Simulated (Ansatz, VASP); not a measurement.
# Si2MoN4 in two plane-wave programs, part 2 of 3

One calculation is typed for both programs; each brings its own data sets. How far apart do they land? The structure shown is the start of the Ansatz relaxation below; VASP solves that cell, so the two are compared at the walk's first step.

VASP 6.6.1 and Ansatz 0.2.0.

So far: The structure; Ansatz: relaxation, PBE with D3(BJ).

### 3. VASP: single point, PBE with D3(BJ), start cell, pair 1

Level of this step: PBE with D3(BJ), no spin polarisation; plane waves and PAW (Mo_sv, N, Si) (VASP).

The same cell, functional, mesh and smearing now go to VASP, with its own data sets.

Lines of VASP's logs that name or quote its potential files are left out, and so is its time.

Contents of INCAR:

```
SYSTEM = Si2MoN4
PREC = Accurate
ENCUT = 520
EDIFF = 1E-06
NELM = 120
ISMEAR = -1
SIGMA = 0.02
LREAL = .FALSE.
ALGO = Normal
GGA = PE
IVDW = 12
NBANDS = 56
LASPH = .TRUE.
LORBIT = 11
LWAVE = .FALSE.
LCHARG = .FALSE.
ISIF = 2
LDIPOL = .TRUE.
IDIPOL = 3
DIPOL = 0.5 0.5 0.5
LVHAR = .TRUE.
GGA_COMPAT = .FALSE.
EFERMI = MIDGAP
NELMDL = -8
KPAR = 4
```

Contents of POSCAR:

```
Si2MoN4
1.0
    2.9100000000      0.0000000000      0.0000000000
   -1.4550000000      2.5201340000      0.0000000000
    0.0000000000      0.0000000000     61.4000000000
Mo N Si
2 8 4
Direct
    0.0000000000      0.0000000000      0.4177524430
    0.0000000000      0.0000000000      0.5822475570
    0.3333332672      0.6666665344      0.4381107492
    0.3333332672      0.6666665344      0.3973941368
    0.6666667328      0.3333334656      0.4747557003
    0.6666667328      0.3333334656      0.3607491857
    0.3333332672      0.6666665344      0.6026058632
    0.3333332672      0.6666665344      0.5618892508
    0.6666667328      0.3333334656      0.6392508143
    0.6666667328      0.3333334656      0.5252442997
    0.3333332672      0.6666665344      0.4666123779
    0.3333332672      0.6666665344      0.3688925081
    0.3333332672      0.6666665344      0.6311074919
    0.3333332672      0.6666665344      0.5333876221
```

Contents of KPOINTS:

```
Automatic mesh
0
Gamma
9 9 1
0 0 0
```

PAW data sets: Mo_sv, N and Si (PBE family, release 64).

Launch:

```
mpirun -np 4 vasp_std
```

Numbers of over 12 decimals in the logs are rounded to 6 here.

Output:

```text
[banner, memory and clock lines left out]
running    4 mpi-ranks, on    1 nodes
 distrk:  each k-point on    1 cores,    4 groups
 distr:  one band on    1 cores,    1 groups

 POSCAR found type information on POSCAR MoN Si
 POSCAR found :  3 types and      14 ions
 LDA part: xc-table for (Slater+PW92), standard interpolation
|                                                                             |
|           W    W    AA    RRRRR   N    N  II  N    N   GGGG   !!!           |
|           W    W   A  A   R    R  NN   N  II  NN   N  G    G  !!!           |
|           W    W  A    A  R    R  N N  N  II  N N  N  G       !!!           |
|           W WW W  AAAAAA  RRRRR   N  N N  II  N  N N  G  GGG   !            |
|           WW  WW  A    A  R   R   N   NN  II  N   NN  G    G                |
|           W    W  A    A  R    R  N    N  II  N    N   GGGG   !!!           |
|                                                                             |
|     One of the lattice vectors is very long (>50 A), but AMIN is rather     |
|     large. This can spoil convergence since charge sloshing might occur     |
|     along the long lattice vector. If problems with convergence are         |
|     observed, try to decrease AMIN to a smaller value (e.g. 0.01).          |
|     Note: This warning only applies if the self-consistency cycle is        |
|     used.                                                                   |
|                                                                             |

 POSCAR, INCAR and KPOINTS ok, starting setup
 FFT: planning ... GRIDC
 FFT: planning ... GRID_SOFT
 FFT: planning ... GRID
 WAVECAR not read
 entering main loop
       N       E                     dE             d eps       ncg     rms          rms(c)
DAV:   1     0.756642025200E+03    0.75664E+03   -0.41363E+04  1560   0.124E+03
DAV:   2    -0.571641918370E+02   -0.81381E+03   -0.79156E+03  1840   0.328E+02
DAV:   3    -0.140055298512E+03   -0.82891E+02   -0.81914E+02  1568   0.103E+02
DAV:   4    -0.142943039058E+03   -0.28877E+01   -0.28701E+01  1728   0.217E+01
DAV:   5    -0.143036035186E+03   -0.92996E-01   -0.92908E-01  1680   0.346E+00
DAV:   6    -0.143039839910E+03   -0.38047E-02   -0.38042E-02  1784   0.724E-01
DAV:   7    -0.143039978196E+03   -0.13829E-03   -0.13828E-03  1704   0.126E-01
DAV:   8    -0.143039984697E+03   -0.65015E-05   -0.65012E-05  1664   0.262E-02    0.549E+01
DAV:   9    -0.124924897479E+03    0.18115E+02   -0.85524E+01  1480   0.412E+01    0.142E+01
DAV:  10    -0.124046112547E+03    0.87878E+00   -0.13189E+01  1520   0.205E+01    0.142E+01
DAV:  11    -0.123370075605E+03    0.67604E+00   -0.14502E+00  1536   0.751E+00    0.346E+00
DAV:  12    -0.123360907250E+03    0.91684E-02   -0.26205E-01  1760   0.233E+00    0.857E-01
DAV:  13    -0.123359522539E+03    0.13847E-02   -0.28971E-02  1608   0.887E-01    0.457E-01
DAV:  14    -0.123358488330E+03    0.10342E-02   -0.72759E-03  1632   0.347E-01    0.199E-01
[...]
DAV:  22    -0.123358541205E+03   -0.83800E-04   -0.37649E-06  1328   0.635E-03    0.218E-03
DAV:  23    -0.123358567089E+03   -0.25884E-04   -0.84285E-07  1200   0.304E-03    0.178E-03
DAV:  24    -0.123358594467E+03   -0.27378E-04   -0.58830E-07  1136   0.208E-03    0.884E-04
DAV:  25    -0.123358613469E+03   -0.19002E-04   -0.39695E-07  1120   0.142E-03    0.441E-04
DAV:  26    -0.123358620971E+03   -0.75022E-05   -0.10918E-07  1024   0.738E-04    0.434E-04
DAV:  27    -0.123358625928E+03   -0.49566E-05   -0.80801E-08  1024   0.624E-04    0.164E-04
DAV:  28    -0.123358627836E+03   -0.19078E-05   -0.41824E-08  1008   0.490E-04    0.158E-04
DAV:  29    -0.123358628628E+03   -0.79225E-06   -0.13167E-08   960   0.351E-04
   1 F= -.12725235E+03 E0= -.12725235E+03  d E =-.198784E-19
```

OUTCAR, selected parts (step 3):

```text
ion  position               nearest neighbor table
   1  0.000  0.000  0.418-   4 2.09   3 2.09   4 2.09   4 2.09   3 2.09   3 2.09
   2  0.000  0.000  0.582-   7 2.09   8 2.09   7 2.09   7 2.09   8 2.09   8 2.09
   3  0.333  0.667  0.438-  11 1.75   1 2.09   1 2.09   1 2.09
   4  0.333  0.667  0.397-  12 1.75   1 2.09   1 2.09   1 2.09
   5  0.667  0.333  0.475-  11 1.75  11 1.75  11 1.75
   6  0.667  0.333  0.361-  12 1.75  12 1.75  12 1.75
   7  0.333  0.667  0.603-  13 1.75   2 2.09   2 2.09   2 2.09
   8  0.333  0.667  0.562-  14 1.75   2 2.09   2 2.09   2 2.09
   9  0.667  0.333  0.639-  13 1.75  13 1.75  13 1.75
  10  0.667  0.333  0.525-  14 1.75  14 1.75  14 1.75
  11  0.333  0.667  0.467-   3 1.75   5 1.75   5 1.75   5 1.75
  12  0.333  0.667  0.369-   4 1.75   6 1.75   6 1.75   6 1.75
  13  0.333  0.667  0.631-   7 1.75   9 1.75   9 1.75   9 1.75
  14  0.333  0.667  0.533-   8 1.75  10 1.75  10 1.75  10 1.75

  LATTYP: Found a hexagonal cell.
 ALAT       =     2.9100000000
 C/A-ratio  =    21.0996563574

 Subroutine GETGRP returns: Found 12 space group operations
 (whereof 12 operations were pure point group operations)

The static configuration has the point symmetry D_3h.

 Found     12 irreducible k-points:

   k-points           NKPTS =     12   k-points in BZ     NKDIM =     12   number of bands    NBANDS=     56

   dimension x,y,z NGX =    24 NGY =   24 NGZ =  480
   dimension x,y,z NGXF=    48 NGYF=   48 NGZF=  960

   ENCUT  =  520.0 eV  38.22 Ry    6.18 a.u.   5.41  5.41114.16*2*pi/ulx,y,z

   NELECT =      84.0000    total number of electrons

 k-points in reciprocal lattice and weights: Automatic mesh
   0.00000000  0.00000000  0.00000000       0.012
   0.11111111  0.00000000  0.00000000       0.074
   0.22222222  0.00000000  0.00000000       0.074
   0.33333333  0.00000000  0.00000000       0.074
   0.44444444  0.00000000  0.00000000       0.074
   0.11111111  0.11111111  0.00000000       0.074
   0.22222222  0.11111111  0.00000000       0.148
   0.33333333  0.11111111  0.00000000       0.148
   0.44444444  0.11111111  0.00000000       0.074
   0.22222222  0.22222222  0.00000000       0.074
   0.33333333  0.22222222  0.00000000       0.148
   0.33333333  0.33333333  0.00000000       0.025

 dipolmoment           0.000000      0.000000     -0.000000 electrons x Angstroem

 average (electrostatic) potential at core
       1 -82.8529       2 -82.8529       3 -69.4022       4 -69.3998       5 -69.6108
       6 -69.5963       7 -69.3998       8 -69.4022       9 -69.5963      10 -69.6108
      11 -90.9646      12 -90.9402      13 -90.9402      14 -90.9646

 E-fermi :   0.0928

 k-point     1 :       0.0000    0.0000    0.0000
  band No.  band energies     occupation
    ...
     38      -3.3125      2.00000
     39      -3.2947      2.00000
     40      -2.8790      2.00000
     41      -0.8465      2.00000
     42      -0.7651      2.00000
     43       1.9733      0.00000
     44       1.9733      0.00000
     45       1.9739      0.00000
     46       1.9739      0.00000
     47       2.3047      0.00000
    ...

 k-point     2 :       0.1111    0.0000    0.0000
  band No.  band energies     occupation
    ...
     38      -3.4835      2.00000
     39      -3.0018      2.00000
     40      -2.7765      2.00000
     41      -1.0656      2.00000
     42      -1.0287      2.00000
     43       1.7625      0.00000
     44       1.8339      0.00000
     45       1.9340      0.00000
     46       1.9347      0.00000
     47       2.2017      0.00000
    ...

 k-point     3 :       0.2222    0.0000    0.0000
  band No.  band energies     occupation
    ...
     38      -3.8408      2.00000
     39      -3.1436      2.00000
     40      -2.8718      2.00000
     41      -1.7441      2.00000
     42      -1.7314      2.00000
     43       1.8447      0.00000
     44       1.8835      0.00000
     45       1.8846      0.00000
     46       1.9270      0.00000
     47       2.4648      0.00000
    ...

 Edisp (eV)   -3.89372

  Total      -4.08767    -4.08767    -2.83542     0.00000     0.00000     0.00000
  in kB     -14.54459   -14.54459   -10.08887     0.00000     0.00000     0.00000
  external pressure =      -13.06 kB  Pullay stress =        0.00 kB

  energy-cutoff  :      520.00
  volume of cell :      450.28
      direct lattice vectors                 reciprocal lattice vectors
     2.910000000  0.000000000  0.000000000     0.343642612  0.198402148  0.000000000
    -1.455000000  2.520134000  0.000000000     0.000000000  0.396804297  0.000000000
     0.000000000  0.000000000 61.400000000     0.000000000  0.000000000  0.016286645

 POSITION                                       TOTAL-FORCE (eV/Angst)
 -----------------------------------------------------------------------------------
      0.00000      0.00000     25.65000        -0.000000     -0.000000      0.013858
      0.00000      0.00000     35.75000        -0.000000     -0.000000     -0.013858
     -0.00000      1.68009     26.90000        -0.000000      0.000000     -0.019125
     -0.00000      1.68009     24.40000         0.000000     -0.000000      0.033740
      1.45500      0.84004     29.15000         0.000000      0.000000     -0.102679
      1.45500      0.84004     22.15000        -0.000000     -0.000000     -0.040279
     -0.00000      1.68009     37.00000         0.000000     -0.000000     -0.033740
     -0.00000      1.68009     34.50000         0.000000      0.000000      0.019125
      1.45500      0.84004     39.25000        -0.000000     -0.000000      0.040279
      1.45500      0.84004     32.25000        -0.000000     -0.000000      0.102679
     -0.00000      1.68009     28.65000        -0.000000     -0.000000     -0.356054
     -0.00000      1.68009     22.65000        -0.000000     -0.000000      0.295310
     -0.00000      1.68009     38.75000        -0.000000      0.000000     -0.295310
     -0.00000      1.68009     32.75000        -0.000000     -0.000000      0.356054
 -----------------------------------------------------------------------------------
    total drift:                               -0.000000     -0.000111     -0.000000

  FREE ENERGIE OF THE ION-ELECTRON SYSTEM (eV)
  ---------------------------------------------------
  free  energy   TOTEN  =      -127.2523492304 eV

  energy  without entropy=     -127.2523492304  energy(sigma->0) =     -127.25234923

 vacuum level on the upper side and lower side of the slab         4.480         4.480

 total charge
# of ion       s       p       d       tot
------------------------------------------
    1        2.313   6.290   3.912  12.515
    2        2.313   6.290   3.912  12.515
    3        1.242   2.558   0.000   3.800
    4        1.242   2.558   0.000   3.800
    5        1.226   2.679   0.000   3.905
    6        1.225   2.678   0.000   3.903
    7        1.242   2.558   0.000   3.800
    8        1.242   2.558   0.000   3.800
    9        1.225   2.678   0.000   3.903
   10        1.226   2.679   0.000   3.905
   11        0.681   0.960   0.000   1.641
   12        0.681   0.959   0.000   1.640
   13        0.681   0.959   0.000   1.640
   14        0.681   0.960   0.000   1.641
--------------------------------------------------
tot         17.223  37.363   7.824  62.410

[... 3 further parts left out ...]
```

This run has no spin polarisation, so a moment on Mo, if there is one, isn't seen.

### 4. Side by side

Known differences besides the potentials themselves: Ansatz cuts the interaction across the vacuum, VASP repeats the sheet with a dipole correction; the cutoff is 420 eV in Ansatz and 520 eV in VASP. Total energies have different zeros and are not compared.

Forces on 9 of the 14 atoms, those with the largest forces and the largest differences (eV/Å; atoms numbered as in POSCAR):

```
atom        Ansatz x, y, z          VASP x, y, z
  N4   0.000, 0.000, 0.069   0.000, 0.000, 0.034
  N5  0.000, 0.000, -0.089  0.000, 0.000, -0.103
  N7  0.000, 0.000, -0.069  0.000, 0.000, -0.034
  N8   0.000, 0.000, 0.054   0.000, 0.000, 0.019
 N10   0.000, 0.000, 0.089   0.000, 0.000, 0.103
Si11  0.000, 0.000, -0.368  0.000, 0.000, -0.356
Si12   0.000, 0.000, 0.307   0.000, 0.000, 0.295
Si13  0.000, 0.000, -0.307  0.000, 0.000, -0.295
Si14   0.000, 0.000, 0.368   0.000, 0.000, 0.356
```

The forces differ by 12 meV/Å r.m.s., which is 11.8 % of the r.m.s. force of 0.104 eV/Å (both taken over all components). With vacuum in the cell, a pressure given here is an average over mostly empty space and none of the material.

### 5. Ansatz: relaxation, PBE with D3(BJ)

The two programs are compared at the cell with which this relaxation starts, whose forces are those of its first step.

The structure compared here is the start of the Ansatz relaxation; VASP solves that cell, so the two are compared at the walk's first step.

Contents of input.yaml:

```yaml
crystal:
  lattice:
    - [2.91, 0.0, 0.0]
    - [-1.455, 2.520133925, 0.0]
    - [0.0, 0.0, 61.4]
  atoms:
    - { symbol: Mo, position: [0.0, 0.0, 0.417752443] }
    - { symbol: "N", position: [0.3333333333, 0.6666666667, 0.4381107492] }
    - { symbol: "N", position: [0.3333333333, 0.6666666667, 0.3973941368] }
    - { symbol: Si, position: [0.3333333333, 0.6666666667, 0.4666123779] }
    - { symbol: Si, position: [0.3333333333, 0.6666666667, 0.3688925081] }
    - { symbol: "N", position: [0.6666666667, 0.3333333333, 0.4747557003] }
    - { symbol: "N", position: [0.6666666667, 0.3333333333, 0.3607491857] }
    - { symbol: Mo, position: [0.0, 0.0, 0.582247557] }
    - { symbol: "N", position: [0.6666666667, 0.3333333333, 0.6026058632] }
    - { symbol: "N", position: [0.6666666667, 0.3333333333, 0.5618892508] }
    - { symbol: Si, position: [0.6666666667, 0.3333333333, 0.6311074919] }
    - { symbol: Si, position: [0.6666666667, 0.3333333333, 0.5333876221] }
    - { symbol: "N", position: [0.3333333333, 0.6666666667, 0.6392508143] }
    - { symbol: "N", position: [0.3333333333, 0.6666666667, 0.5252442997] }
  periodic: [true, true, false]
kpoints:
  mp_grid: { grid: [9, 9, 1] }
hamiltonian:
  xc: pbe
  dispersion: d3bj
  pseudopotentials: { kind: paw, azcp: { folder: soft_1 } }
scf:
  occupations: { method: fermi_dirac, width: 0.02 }
relax:
  f_tol: 0.01
  max_steps: 100
  cell: {}
```

Launch:

```
ansatz run input.yaml --threads 8 --pin off --max-ram 17510MiB --backend cpu --events-out ev --progress --plain --runs-dir out
```

Output:

```text
[...]
Crystal: 14 atoms, lattice volume = 450.282 Å³
Basis set: ecut = 420 eV, 8761 PW (Γ), exchange–correlation on 40×40×864 points (8 copies of the dense FFT grid, shifted against one another)
Bands: 56, of which v1, the nominal top of the filled ones, is band 42 counted from 1 (41 counted from 0)
Symmetry: 12 space group operations
[...]
k-points: 12 of 81
[...]
- { symbol: N, position: [0.666667, 0.333333, 0.363497] }
    - { symbol: Mo, position: [0, 0, 0.579608] }
    - { symbol: N, position: [0.666667, 0.333333, 0.599851] }
    - { symbol: N, position: [0.666667, 0.333333, 0.559374] }
    - { symbol: Si, position: [0.666667, 0.333333, 0.628190] }
    - { symbol: Si, position: [0.666667, 0.333333, 0.531053] }
    - { symbol: N, position: [0.333333, 0.666667, 0.636503] }
    - { symbol: N, position: [0.333333, 0.666667, 0.522866] }
[key lines of the parts left out:]
SCF converged after 7 iterations
Free energy (F): -15544.180292 eV
Fermi energy:    -4.466704 eV
P = ½ c Tr σ = 0.0024 N/m
```

### 6. VASP: single point, PBE with D3(BJ), start cell, pair 2

The same cell, functional, mesh and smearing now go to VASP, with its own data sets.

INCAR is that of step 3.

Contents of POSCAR:

```
Si2MoN4
1.0
    2.9100000000      0.0000000000      0.0000000000
   -1.4550000000      2.5201340000      0.0000000000
    0.0000000000      0.0000000000     61.4000000000
Mo N Si
2 8 4
Direct
    0.0000000000      0.0000000000      0.4177524430
    0.0000000000      0.0000000000      0.5822475570
    0.3333332672      0.6666665344      0.4381107492
    0.3333332672      0.6666665344      0.3973941368
    0.6666667328      0.3333334656      0.4747557003
    0.6666667328      0.3333334656      0.3607491857
    0.6666667328      0.3333334656      0.6026058632
    0.6666667328      0.3333334656      0.5618892508
    0.3333332672      0.6666665344      0.6392508143
    0.3333332672      0.6666665344      0.5252442997
    0.3333332672      0.6666665344      0.4666123779
    0.3333332672      0.6666665344      0.3688925081
    0.6666667328      0.3333334656      0.6311074919
    0.6666667328      0.3333334656      0.5333876221
```

KPOINTS is that of step 3.

Launch:

```
mpirun -np 4 vasp_std
```

Output:

```text
[banner, memory and clock lines left out]
running    4 mpi-ranks, on    1 nodes
[...]
LDA part: xc-table for (Slater+PW92), standard interpolation
 [... a notice as in an earlier step ...]

 POSCAR, INCAR and KPOINTS ok, starting setup
[...]
entering main loop
       N       E                     dE             d eps       ncg     rms          rms(c)
DAV:   1     0.766835309320E+03    0.76684E+03   -0.41257E+04  1552   0.124E+03
DAV:   2    -0.535479893070E+02   -0.82038E+03   -0.79511E+03  1824   0.329E+02
DAV:   3    -0.139874761665E+03   -0.86327E+02   -0.85253E+02  1576   0.105E+02
DAV:   4    -0.142981106718E+03   -0.31063E+01   -0.30884E+01  1744   0.223E+01
[...]
DAV:  28    -0.123454847851E+03   -0.18589E-05   -0.37751E-08   992   0.456E-04    0.152E-04
DAV:  29    -0.123454849089E+03   -0.12377E-05   -0.19216E-08   976   0.374E-04    0.581E-05
DAV:  30    -0.123454849231E+03   -0.14276E-06   -0.42151E-09   920   0.172E-04
   1 F= -.12734856E+03 E0= -.12734856E+03  d E =-.207800E-19
```

Parts of OUTCAR (step 6):

```text
 Edisp (eV)   -3.89371

  Total      -3.82649    -3.82650    -3.83297     0.00000     0.00000     0.00000
  in kB     -13.61528   -13.61529   -13.63834     0.00000     0.00000     0.00000
  external pressure =      -13.62 kB  Pullay stress =        0.00 kB

 POSITION                                       TOTAL-FORCE (eV/Angst)
 -----------------------------------------------------------------------------------
      0.00000      0.00000     25.65000         0.000000     -0.000000      0.013240
      0.00000      0.00000     35.75000         0.000000      0.000000     -0.013240
     -0.00000      1.68009     26.90000         0.000000      0.000000     -0.020027
     -0.00000      1.68009     24.40000        -0.000000     -0.000000      0.034425
      1.45500      0.84004     29.15000         0.000000      0.000000      0.017458
      1.45500      0.84004     22.15000         0.000000      0.000000     -0.040223
      1.45500      0.84004     37.00000         0.000000      0.000000     -0.034425
      1.45500      0.84004     34.50000        -0.000000     -0.000000      0.020027
     -0.00000      1.68009     39.25000        -0.000000      0.000000      0.040223
     -0.00000      1.68009     32.25000        -0.000000     -0.000000     -0.017458
     -0.00000      1.68009     28.65000         0.000000      0.000000     -0.202888
     -0.00000      1.68009     22.65000         0.000000     -0.000000      0.295329
      1.45500      0.84004     38.75000         0.000000      0.000000     -0.295329
      1.45500      0.84004     32.75000         0.000000     -0.000000      0.202888
 -----------------------------------------------------------------------------------
    total drift:                                0.000000     -0.000000     -0.000000

  FREE ENERGIE OF THE ION-ELECTRON SYSTEM (eV)
  ---------------------------------------------------
  free  energy   TOTEN  =      -127.3485614552 eV

  energy  without entropy=     -127.3485614552  energy(sigma->0) =     -127.34856146

[... 2 parts as in an earlier step ...]

[... 1 further part left out ...]
[key lines of the parts left out:]
E-fermi :   0.0890
```

### 7. Comparison

Forces on 7 of the 14 atoms, those with the largest forces and the largest differences (eV/Å; atoms numbered as in POSCAR):

```
atom        Ansatz x, y, z          VASP x, y, z
  N4   0.000, 0.000, 0.070   0.000, 0.000, 0.034
  N7  0.000, 0.000, -0.070  0.000, 0.000, -0.034
  N8   0.000, 0.000, 0.055   0.000, 0.000, 0.020
Si11  0.000, 0.000, -0.214  0.000, 0.000, -0.203
Si12   0.000, 0.000, 0.307   0.000, 0.000, 0.295
Si13  0.000, 0.000, -0.307  0.000, 0.000, -0.295
Si14   0.000, 0.000, 0.214   0.000, 0.000, 0.203
```

The forces differ by 12 meV/Å r.m.s., which is 15.4 % of the r.m.s. force of 0.079 eV/Å (both taken over all components). With vacuum in the cell, a pressure given here is an average over mostly empty space and none of the material.

(Continued in part 3 of 3.)

[Lines on the potential files, build, host, timing and source positions are cut from VASP's logs without a mark.]

[Logs are printed without paths, hosts, clocks, repeated set-up lines and the standing remarks that a program may print on its own settings, such as how far it seeks lower states.]

[Hosts, paths, dates, database ids (printed as entryN), source tags and the programs' standing remarks are cut or masked in the printed files.]
